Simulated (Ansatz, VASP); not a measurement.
# SbP in two plane-wave programs, part 2 of 2

Wanted: the spread between two codes on one cell, functional and k mesh. The cell is generated by rule, not measured, and may not be a known phase. The cell is taken from a series of runs on this material, whose earlier steps may have relaxed, scaled, displaced or heated it; both programs get it as it stands.

VASP 6.6.1 and Ansatz 0.2.0.

So far. Step 2 (VASP: single point, r2SCAN, pair 1): The run ends at a pressure of 1.22 GPa, with forces up to 0.39 eV/Å. Step 3 (Ansatz: single point, r2SCAN, pair 1): The run ends at a pressure of 1.31 GPa, with forces up to 0.41 eV/Å.

## (5) VASP: single point, r2SCAN, pair 2

Level of this step: r2SCAN; plane waves and PAW (Sb, P); invented cell (VASP).

A single point takes one fixed geometry, so differences don't come from the geometry; what else differs is listed under the comparison.

Contents of INCAR:

```
SYSTEM = SbP
PREC = Accurate
ENCUT = 550
EDIFF = 1E-06
NELM = 120
ISMEAR = 1
SIGMA = 0.2
LREAL = .FALSE.
ALGO = Normal
METAGGA = R2SCAN
LASPH = .TRUE.
NBANDS = 28
LORBIT = 11
LWAVE = .FALSE.
LCHARG = .FALSE.
ISIF = 2
GGA_COMPAT = .FALSE.
LMIXTAU = .TRUE.
KPAR = 2
```

Contents of POSCAR:

```
SbP
1.0
    3.8101862182      0.0000029157      0.0000000000
   -0.0000050501      6.5994361162      0.0000000000
    0.0000000000      0.0000000000      7.1375046290
Sb P
4 4
Direct
    0.0000000000      0.9945578571      0.0043787138
    0.5000000000      0.5054421429      0.9956212862
    0.0000000000      0.0054421429      0.5043787138
    0.5000000000      0.4945578571      0.4956212862
    0.0000000000      0.3333333333      0.2808230973
    0.5000000000      0.8333333333      0.2191769027
    0.5000000000      0.1666666667      0.7191769027
    0.0000000000      0.6666666667      0.7808230973
```

Contents of KPOINTS:

```
Automatic mesh
0
Gamma
10 6 6
0 0 0
```

The projector-augmented-wave data sets are Sb and P (PBE family, release 64).

Started as:

```bash
$ mpirun -np 2 vasp_std
```

Numbers of over 12 decimals in the logs are rounded to 6 here.

The program printed:

```text
[banner, memory and clock lines left out]
running    2 mpi-ranks, on    1 nodes
[...]
[... a notice as in an earlier step ...]

 LDA part: xc-table for (None), standard interpolation
 POSCAR, INCAR and KPOINTS ok, starting setup
[...]
entering main loop
       N       E                     dE             d eps       ncg     rms          rms(c)
DAV:   1     0.105993100582E+03    0.10599E+03   -0.15801E+04  5376   0.127E+03
DAV:   2    -0.124568913381E+03   -0.23056E+03   -0.22392E+03  6560   0.207E+02
DAV:   3    -0.142911989137E+03   -0.18343E+02   -0.17898E+02  6724   0.611E+01
DAV:   4    -0.143335220066E+03   -0.42323E+00   -0.41961E+00  6844   0.956E+00
[...]
DAV:  18    -0.136563758500E+03   -0.16867E-05   -0.56703E-06  5732   0.136E-02    0.259E-03
DAV:  19    -0.136563759941E+03   -0.14411E-05   -0.16068E-06  3208   0.934E-03    0.205E-03
DAV:  20    -0.136563760078E+03   -0.13694E-06   -0.10473E-07  3076   0.213E-03
   1 F= -.13656376E+03 E0= -.13656136E+03  d E =-.719261E-02
```

Parts of OUTCAR (step 5):

```text
  Total        2.1203829      1.5427655      6.2053883      0.0000004     -0.0000000      0.0000000
  in kB       18.9289028     13.7724458     55.3962173      0.0000039     -0.0000000      0.0000000
  external PRESSURE =      29.3658553 kB  Pullay stress =       0.0000000 kB

 POSITION                                       TOTAL-FORCE (eV/Angst)
 -----------------------------------------------------------------------------------
     -0.00001      6.56352      0.03125         0.000000     -0.156054      0.184472
      1.90509      3.33563      7.10625        -0.000000      0.156054     -0.184472
     -0.00000      0.03592      3.60001        -0.000000      0.156054      0.184472
      1.90509      3.26380      3.53750         0.000000     -0.156054     -0.184472
     -0.00000      2.19981      2.00438        -0.000000      0.133472      0.287562
      1.90509      5.49953      1.56438        -0.000000      0.133472     -0.287562
      1.90509      1.09991      5.13313         0.000000     -0.133472     -0.287562
     -0.00000      4.39962      5.57313         0.000000     -0.133472      0.287562
 -----------------------------------------------------------------------------------
    total drift:                                0.000000      0.000000      0.000000

  FREE ENERGIE OF THE ION-ELECTRON SYSTEM (eV)
  ---------------------------------------------------
  free  energy   TOTEN  =      -136.5637600782 eV

  energy  without entropy=     -136.5565674708  energy(sigma->0) =     -136.56136254

[... 2 parts as in an earlier step ...]

[... 1 further part left out ...]
[key lines of the parts left out:]
E-fermi :   8.0344
```

The run ends at a pressure of 2.94 GPa, with forces up to 0.32 eV/Å.

## (6) Ansatz: single point, r2SCAN, pair 2

The same cell, functional, mesh and smearing now go to Ansatz, which takes its cutoff from its data sets.

The cell is taken from a series of runs on this material, whose earlier steps may have relaxed, scaled, displaced or heated it; both programs get it as it stands.

Contents of input.yaml:

```yaml
crystal:
  lattice:
    - [3.8101862182, 2.9157e-06, 0.0]
    - [-5.0501e-06, 6.5994361162, 0.0]
    - [0.0, 0.0, 7.137504629]
  atoms:
    - { symbol: Sb, position: [0.0, -0.0054421429, 0.0043787138] }
    - { symbol: Sb, position: [0.5, 0.5054421429, -0.0043787138] }
    - { symbol: Sb, position: [0.0, 0.0054421429, 0.5043787138] }
    - { symbol: Sb, position: [0.5, 0.4945578571, 0.4956212862] }
    - { symbol: P, position: [0.0, 0.3333333333, 0.2808230973] }
    - { symbol: P, position: [0.5, 0.8333333333, 0.2191769027] }
    - { symbol: P, position: [0.5, 0.1666666667, 0.7191769027] }
    - { symbol: P, position: [0.0, 0.6666666667, 0.7808230973] }
kpoints:
  mp_grid: { grid: [10, 6, 6] }
hamiltonian:
  xc: r2scan
scf:
  occupations: { method: methfessel_paxton, width: 0.2 }
output:
  forces: true
  stress: true
  eigenvalues: true
```

Started as:

```bash
$ ansatz run input.yaml --threads 4 --pin off --max-ram 7168MiB --backend cpu --events-out ev --progress --plain --runs-dir out
```

The program printed:

```text
[...]
Crystal: 8 atoms, lattice volume = 179.473 Å³
Basis set: ecut = 500 eV, 4495 PW (Γ), exchange–correlation on 120×200×216 points (64 copies of the dense FFT grid, shifted against one another)
Bands: 48, of which v1, the nominal top of the filled ones, is band 40 counted from 1 (39 counted from 0)
Symmetry: 8 space group operations
[...]
k-points: 96 of 360
[...]
k-point 0: bands = [... 36 lower, 8.8943, 9.0348, 9.8413, 9.9968, 11.0973, 11.1931, 11.5838, 11.7611, ... 4 higher]
  k-point 1: bands = [... 36 lower, 8.6583, 8.8896, 9.6868, 10.7193, 11.0024, 11.2629, 11.4196, 11.9493, ... 4 higher]
  k-point 2: bands = [... 36 lower, 8.8427, 8.9549, 9.3521, 10.4990, 11.3094, 11.7556, 12.1149, 12.1600, ... 4 higher]
  k-point 95: bands = [... 36 lower, 7.2964, 7.2964, 7.2964, 7.2964, 12.0205, 12.0205, 12.0205, 12.0205, ... 4 higher]
[key lines of the parts left out:]
SCF converged after 7 iterations
Free energy (F): -29031.035909 eV
Fermi energy:    10.374564 eV
P = ⅓ Tr σ = 2.9840 GPa (29.840 kbar)
```

The run ends at a pressure of 2.98 GPa, with forces up to 0.34 eV/Å.

## (7) Differences

What differs besides the data sets and the points named for the pairs above, as far as they apply: the data sets hold 80 valence electrons in Ansatz (on its default PAW (the set named soft_2) files) and 40 in VASP. Total energies have different zeros and are not compared.

Both answers:

```
      quantity  Ansatz  VASP  difference
pressure (GPa)    2.98  2.94       +0.05
```

Forces (eV/Å; atoms numbered as in POSCAR):

```
atom         Ansatz x, y, z           VASP x, y, z
 Sb1   0.000, -0.185, 0.194   0.000, -0.156, 0.184
 Sb2   0.000, 0.185, -0.194   0.000, 0.156, -0.184
 Sb3    0.000, 0.185, 0.194    0.000, 0.156, 0.184
 Sb4  0.000, -0.185, -0.194  0.000, -0.156, -0.184
  P5    0.000, 0.137, 0.316    0.000, 0.133, 0.288
  P6   0.000, 0.137, -0.316   0.000, 0.133, -0.288
  P7  0.000, -0.137, -0.316  0.000, -0.133, -0.288
  P8   0.000, -0.137, 0.316   0.000, -0.133, 0.288
```

The forces differ by 17 meV/Å r.m.s., which is 10.6 % of the r.m.s. force of 0.163 eV/Å (both taken over all components).

## (8) What the set-up changes

Further runs change the set-up of one program: Ansatz's method, potentials or start, or VASP's data sets, cutoff or form of LDA. The table gives Ansatz less VASP for each quantity, since a change that brings one quantity closer may part another.

```
                                  run  r.m.s. force difference (meV/Å)  pressure (GPa)
                             as above                               17           0.047
VASP with the data sets Sb_d_GW and P                              4.5          -0.042
```

## (9) What came out

```
r.m.s. force difference (single point, r2SCAN, pair 1) : 5.2 % of the r.m.s. force
r.m.s. force difference (single point, r2SCAN, pair 2) : 17 meV/Å
```

The r.m.s. force difference is 5.2 % of the r.m.s. force (single point, r2SCAN, pair 1), beyond the 3 % picked in this series as the mark of a large difference. The data sets hold unlike numbers of valence electrons (80 in Ansatz and 40 in VASP), so part of the differences may come from the potentials. Single point, r2SCAN, pair 2, VASP with the data sets Sb_d_GW and P: r.m.s. force difference goes from 17 to 4.5 meV/Å; the difference in pressure goes from 0.047 to -0.042 GPa. How closely two codes agree says nothing of how well the functional describes the real material.

[Lines on the potential files, build, host, timing and source positions are cut from VASP's logs without a mark.]

[Logs are printed without paths, hosts, clocks, repeated set-up lines and the standing remarks that a program may print on its own settings, such as how far it seeks lower states.]

[Hosts, paths, dates, database ids (printed as entryN), source tags and the programs' standing remarks are cut or masked in the printed files.]
